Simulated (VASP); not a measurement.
These are LDA (Ceperley-Alder, Perdew-Zunger), VASP's LDA PAW potentials (set 64) (plane waves; VASP) values and carry that method's errors.

VASP ran on this input.

INCAR:
```
SYSTEM = In
PREC = Accurate
ENCUT = 400
EDIFF = 1E-6
NELM = 100
ALGO = Normal
LREAL = .FALSE.
LASPH = .TRUE.
ISMEAR = 1
SIGMA = 0.1
LMAXMIX = 4
LWAVE = .FALSE.
LCHARG = .FALSE.
IBRION = 2
ISIF = 3
NSW = 60
EDIFFG = -0.01
```

**POSCAR**
```
In
1
   -1.6250000000     1.6250000000     2.4750000000
    1.6250000000    -1.6250000000     2.4750000000
    1.6250000000     1.6250000000    -2.4750000000
In
1
Direct
  0.0000000000   0.0000000000   0.0000000000
```

File KPOINTS:
```
Automatic mesh
0
Gamma
14 14 14
0 0 0
```

POTCAR, in this order: In_d (LDA.64 set). Program: vasp_std.

The resulting files:

OUTCAR:
```
 ion  position               nearest neighbor table
   1  0.000  0.000  0.000-
  LATTYP: Found a body centered tetragonal cell.
 ALAT       =     3.2500000000
 C/A-ratio  =     1.5230769231
 Subroutine PRICEL returns:
 Original cell was already a primitive cell.
 Subroutine GETGRP returns: Found 16 space group operations
The static configuration has the point symmetry D_4h.
The dynamic configuration has the point symmetry D_4h.
 Subroutine INISYM returns: Found 16 space group operations
 Subroutine IBZKPT returns following result:
 Found    244 irreducible k-points:

 Following reciprocal coordinates:
            Coordinates               Weight
  0.000000  0.000000  0.000000      1.000000
  0.071429  0.000000  0.000000      8.000000
  0.142857  0.000000  0.000000      8.000000
  0.214286 -0.000000  0.000000      8.000000
  0.285714  0.000000 -0.000000      8.000000
  0.357143  0.000000  0.000000      8.000000
  0.428571 -0.000000  0.000000      8.000000
  0.500000  0.000000 -0.000000      4.000000
  0.071429  0.071429 -0.000000      8.000000
  0.142857  0.071429 -0.000000     16.000000
  0.214286  0.071429  0.000000     16.000000
  0.285714  0.071429  0.000000     16.000000
  0.357143  0.071429  0.000000     16.000000
  0.428571  0.071429  0.000000     16.000000
  0.500000  0.071429 -0.000000     16.000000
 -0.428571  0.071429 -0.000000     16.000000
 -0.357143  0.071429  0.000000     16.000000
 -0.285714  0.071429  0.000000     16.000000
 -0.214286  0.071429  0.000000     16.000000
 -0.142857  0.071429  0.000000     16.000000
 -0.071429  0.071429  0.000000      4.000000
  0.142857  0.142857 -0.000000      8.000000
  0.214286  0.142857 -0.000000     16.000000
  0.285714  0.142857 -0.000000     16.000000
  0.357143  0.142857 -0.000000     16.000000
  0.428571  0.142857 -0.000000     16.000000
  0.500000  0.142857  0.000000     16.000000
 -0.428571  0.142857 -0.000000     16.000000
 -0.357143  0.142857  0.000000     16.000000
 -0.285714  0.142857  0.000000     16.000000
 -0.214286  0.142857 -0.000000     16.000000
 -0.142857  0.142857  0.000000      4.000000
  0.214286  0.214286 -0.000000      8.000000
  0.285714  0.214286  0.000000     16.000000
  0.357143  0.214286  0.000000     16.000000
  0.428571  0.214286  0.000000     16.000000
  0.500000  0.214286  0.000000     16.000000
 -0.428571  0.214286 -0.000000     16.000000
 -0.357143  0.214286  0.000000     16.000000
 -0.285714  0.214286  0.000000     16.000000
   k-points           NKPTS =    244   k-points in BZ     NKDIM =    244   number of bands    NBANDS=     10
   number of dos      NEDOS =    301   number of ions     NIONS =      1
   total plane-waves  NPLWV =  13824
   dimension x,y,z NGX =    24 NGY =   24 NGZ =   24
   dimension x,y,z NGXF=    48 NGYF=   48 NGZF=   48
   ions per type =               1
   PREC   = accura    normal or accurate (medium, high low for compatibility)
   ISTART =      0    job   : 0-new  1-cont  2-samecut
   ICHARG =      2    charge: 1-file 2-atom 10-const
   ISPIN  =      1    spin polarized calculation?
   LNONCOLLINEAR =      F non collinear calculations
   LSORBIT =      F    spin-orbit coupling
   INIWAV =      1    electr: 0-lowe 1-rand  2-diag
   ENCUT  =  400.0 eV  29.40 Ry    5.42 a.u.   5.51  5.51  5.51*2*pi/ulx,y,z
   NELM   =    100;   NELMIN=  2; NELMDL= -5     # of ELM steps
   EDIFF  = 0.1E-05   stopping-criterion for ELM
   LREAL  =      F    real-space projection
   NLSPLINE    = F    spline interpolate recip. space projectors
   LMAXMIX     =    4 max onsite mixed and CHGCAR
...
```

### OSZICAR
```
       N       E                     dE             d eps       ncg     rms          rms(c)
DAV:   1     0.636302654769E+02    0.63630E+02   -0.56012E+03  4942   0.137E+03
DAV:   2    -0.792847109832E+00   -0.64423E+02   -0.63605E+02  4972   0.264E+02
DAV:   3    -0.318593543223E+01   -0.23931E+01   -0.23864E+01  5710   0.611E+01
DAV:   4    -0.323897815286E+01   -0.53043E-01   -0.53032E-01  6142   0.901E+00
DAV:   5    -0.324132660855E+01   -0.23485E-02   -0.23484E-02  6026   0.153E+00    0.238E+00
DAV:   6    -0.321390977133E+01    0.27417E-01   -0.48896E-02  5572   0.486E+00    0.116E+00
DAV:   7    -0.320759902162E+01    0.63107E-02   -0.14013E-02  5996   0.232E+00    0.253E-01
DAV:   8    -0.320694897281E+01    0.65005E-03   -0.68130E-04  5584   0.584E-01    0.237E-02
DAV:   9    -0.320694837392E+01    0.59889E-06   -0.10903E-05  7108   0.447E-02    0.152E-02
DAV:  10    -0.320694847617E+01   -0.10224E-06   -0.30642E-07  2960   0.851E-03
   1 F= -.32069485E+01 E0= -.32069092E+01  d E =-.320695E+01
       N       E                     dE             d eps       ncg     rms          rms(c)
DAV:   1    -0.390082284557E+01   -0.69387E+00   -0.15931E+01  5458   0.878E+01    0.567E+00
DAV:   2    -0.329042719732E+01    0.61040E+00   -0.15398E+00  5432   0.319E+01    0.159E+00
DAV:   3    -0.322504541525E+01    0.65382E-01   -0.19869E-01  6724   0.105E+01    0.104E+00
DAV:   4    -0.322063826120E+01    0.44072E-02   -0.93651E-03  5052   0.853E-01    0.153E-01
DAV:   5    -0.322073848527E+01   -0.10022E-03   -0.17221E-04  7208   0.157E-01    0.115E-01
DAV:   6    -0.322078345032E+01   -0.44965E-04   -0.75310E-05  6592   0.837E-02    0.177E-02
DAV:   7    -0.322078362815E+01   -0.17783E-06   -0.24200E-06  5306   0.273E-02
   2 F= -.32207836E+01 E0= -.32208315E+01  d E =-.138352E-01
       N       E                     dE             d eps       ncg     rms          rms(c)
DAV:   1    -0.322329912684E+01   -0.25157E-02   -0.63305E-02  5496   0.605E+00    0.301E-01
DAV:   2    -0.322112458237E+01    0.21745E-02   -0.49380E-03  5478   0.171E+00    0.102E-01
DAV:   3    -0.322084171266E+01    0.28287E-03   -0.97442E-04  6724   0.734E-01    0.453E-02
DAV:   4    -0.322083146370E+01    0.10249E-04   -0.17095E-05  5228   0.480E-02    0.250E-02
DAV:   5    -0.322082712788E+01    0.43358E-05   -0.61038E-06  5158   0.185E-02    0.683E-03
DAV:   6    -0.322082722212E+01   -0.94240E-07   -0.54012E-07  3294   0.727E-03
   3 F= -.32208272E+01 E0= -.32208735E+01  d E =-.138787E-01
       N       E                     dE             d eps       ncg     rms          rms(c)
DAV:   1    -0.322106271227E+01   -0.23558E-03   -0.59823E-03  5482   0.185E+00    0.940E-02
DAV:   2    -0.322085525895E+01    0.20745E-03   -0.47372E-04  5464   0.532E-01    0.314E-02
DAV:   3    -0.322082847963E+01    0.26779E-04   -0.90958E-05  6652   0.224E-01    0.144E-02
DAV:   4    -0.322082740407E+01    0.10756E-05   -0.16723E-06  4278   0.148E-02    0.743E-03
DAV:   5    -0.322082704238E+01    0.36169E-06   -0.49788E-07  2802   0.695E-03
   4 F= -.32208270E+01 E0= -.32208739E+01  d E =-.138786E-01
       N       E                     dE             d eps       ncg     rms          rms(c)
DAV:   1    -0.322250540949E+01   -0.16780E-02   -0.51930E-02  5572   0.250E+00    0.199E-01
DAV:   2    -0.322161393954E+01    0.89147E-03   -0.11868E-03  7006   0.745E-01    0.130E-01
DAV:   3    -0.322107519922E+01    0.53874E-03   -0.65330E-04  5942   0.778E-01    0.307E-02
DAV:   4    -0.322108292919E+01   -0.77300E-05   -0.88380E-05  5250   0.110E-01    0.369E-02
DAV:   5    -0.322108277575E+01    0.15344E-06   -0.20297E-06  4330   0.201E-02
   5 F= -.32210828E+01 E0= -.32211163E+01  d E =-.255733E-03
       N       E                     dE             d eps       ncg     rms          rms(c)
DAV:   1    -0.322170245250E+01   -0.61952E-03   -0.19823E-02  5572   0.155E+00    0.124E-01
DAV:   2    -0.322135905230E+01    0.34340E-03   -0.45571E-04  7028   0.466E-01    0.815E-02
DAV:   3    -0.322115251261E+01    0.20654E-03   -0.25131E-04  5936   0.482E-01    0.188E-02
DAV:   4    -0.322115545580E+01   -0.29432E-05   -0.33902E-05  5258   0.681E-02    0.225E-02
DAV:   5    -0.322115538290E+01    0.72899E-07   -0.62651E-07  2756   0.123E-02
   6 F= -.32211554E+01 E0= -.32211713E+01  d E =-.328341E-03
       N       E                     dE             d eps       ncg     rms          rms(c)
DAV:   1    -0.322331539934E+01   -0.21599E-02   -0.79030E-02  5560   0.309E+00    0.246E-01
DAV:   2    -0.322192982771E+01    0.13856E-02   -0.18262E-03  6994   0.917E-01    0.161E-01
DAV:   3    -0.322110286115E+01    0.82697E-03   -0.10086E-03  5856   0.949E-01    0.369E-02
DAV:   4    -0.322111488098E+01   -0.12020E-04   -0.13673E-04  5226   0.135E-01    0.450E-02
DAV:   5    -0.322111463265E+01    0.24833E-06   -0.33337E-06  5226   0.245E-02
   7 F= -.32211146E+01 E0= -.32211056E+01  d E =-.287590E-03
       N       E                     dE             d eps       ncg     rms          rms(c)
DAV:   1    -0.322222721282E+01   -0.11123E-02   -0.38372E-02  5558   0.216E+00    0.171E-01
DAV:   2    -0.322156183051E+01    0.66538E-03   -0.88947E-04  6992   0.652E-01    0.111E-01
DAV:   3    -0.322116227284E+01    0.39956E-03   -0.47964E-04  5912   0.666E-01    0.251E-02
DAV:   4    -0.322116831643E+01   -0.60436E-05   -0.66935E-05  5254   0.934E-02    0.313E-02
DAV:   5    -0.322116819287E+01    0.12356E-06   -0.12141E-06  3294   0.160E-02
   8 F= -.32211682E+01 E0= -.32211736E+01  d E =-.341150E-03
       N       E                     dE             d eps       ncg     rms          rms(c)
DAV:   1    -0.322118071577E+01   -0.12399E-04   -0.48076E-04  5558   0.242E-01    0.189E-02
DAV:   2    -0.322117261992E+01    0.80959E-05   -0.11359E-05  7030   0.722E-02    0.120E-02
DAV:   3    -0.322116771539E+01    0.49045E-05   -0.57416E-06  5894   0.724E-02    0.277E-03
DAV:   4    -0.322116778353E+01   -0.68139E-07   -0.73134E-07  2504   0.985E-03
   9 F= -.32211678E+01 E0= -.32211709E+01  d E =-.340741E-03
       N       E                     dE             d eps       ncg     rms          rms(c)
DAV:   1    -0.322117092839E+01   -0.32130E-05   -0.10101E-04  5582   0.111E-01    0.894E-03
DAV:   2    -0.322116908527E+01    0.18431E-05   -0.14838E-06  2952   0.333E-02    0.555E-03
DAV:   3    -0.322116810123E+01    0.98404E-06   -0.19317E-06  4566   0.294E-02
  10 F= -.32211681E+01 E0= -.32211723E+01  d E =-.341059E-03
       N       E                     dE             d eps       ncg     rms          rms(c)
DAV:   1    -0.322182209727E+01   -0.65301E-03   -0.16505E-02  5482   0.308E+00    0.155E-01
DAV:   2    -0.322125169434E+01    0.57040E-03   -0.12902E-03  5448   0.878E-01    0.523E-02
DAV:   3    -0.322117793690E+01    0.73757E-04   -0.25259E-04  6686   0.374E-01    0.234E-02
DAV:   4    -0.322117531703E+01    0.26199E-05   -0.41683E-06  5094   0.233E-02    0.132E-02
DAV:   5    -0.322117412056E+01    0.11965E-05   -0.16269E-06  5040   0.802E-03    0.355E-03
DAV:   6    -0.322117414651E+01   -0.25950E-07   -0.16802E-07  2472   0.375E-03
  11 F= -.32211741E+01 E0= -.32211775E+01  d E =-.604529E-05
```

### OUTCAR
```
------------------------ aborting loop because EDIFF is reached ----------------------------------------
  FORCE on cell =-STRESS in cart. coord.  units (eV):
  Direction    XX          YY          ZZ          XY          YZ          ZX
  --------------------------------------------------------------------------------------
  Total       -0.0049429     -0.0049429     -0.0058081      0.0000000     -0.0000000      0.0000000
  in kB       -0.3215521     -0.3215521     -0.3778339      0.0000000     -0.0000000      0.0000000
  external PRESSURE =      -0.3403127 kB  Pullay stress =       0.0000000 kB
  volume of cell :       24.63
      direct lattice vectors                 reciprocal lattice vectors
    -1.585232246  1.585232246  2.450172397     0.000000000  0.315411197  0.204067273
     1.585232246 -1.585232246  2.450172397     0.315411197  0.000000000  0.204067273
     1.585232246  1.585232246 -2.450172397     0.315411197  0.315411197  0.000000000
 POSITION                                       TOTAL-FORCE (eV/Angst)
 -----------------------------------------------------------------------------------
      0.00000     -0.00000      0.00000         0.000000     -0.000000      0.000000
 -----------------------------------------------------------------------------------
    total drift:                                0.000000      0.000000     -0.000000
  FREE ENERGIE OF THE ION-ELECTRON SYSTEM (eV)
  ---------------------------------------------------
  free  energy   TOTEN  =        -3.2211741465 eV

  energy  without entropy=       -3.2211842286  energy(sigma->0) =       -3.22117751

 reached required accuracy - stopping structural energy minimisation
```
(Selected blocks of OUTCAR.)

### CONTCAR
```
In
   1.00000000000000
    -1.5852322461060258    1.5852322461060258    2.4501723974994598
     1.5852322461060258   -1.5852322461060258    2.4501723974994598
     1.5852322461060258    1.5852322461060258   -2.4501723974994598
  In
     1
Direct
     0.0000000000000000    0.0000000000000000    0.0000000000000000
```

Energy and stress use the plane-wave basis of the starting cell.

The compound is In in the bct structure. This run relaxes it. Symmetry was kept, so distortions that lower it aren't found.
